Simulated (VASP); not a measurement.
Crystal: Au.

```
Au
1.0
     0.00000    2.04085    2.04085
     2.04085    0.00000    2.04085
     2.04085    2.04085    0.00000
Au
1
Direct
  0.00000 0.00000 0.00000
```

Base run:

* Program: VASP 6.6.1
* Functional: PBE
* Potentials or basis: VASP PAW PBE potentials, release 64 (Au)
* Cutoff: 520 eV
* k mesh: 16 × 16 × 16
* Occupations: methfessel-paxton, width 0.1 eV
* Spin: spin-orbit coupling, no magnetisation

Its results: pressure 7.8 GPa.

Task: The run is repeated on the same cell with these changes: spin from spin-orbit coupling, no magnetisation to no spin polarisation. What comes out?

Result: Pressure 8.9 GPa.
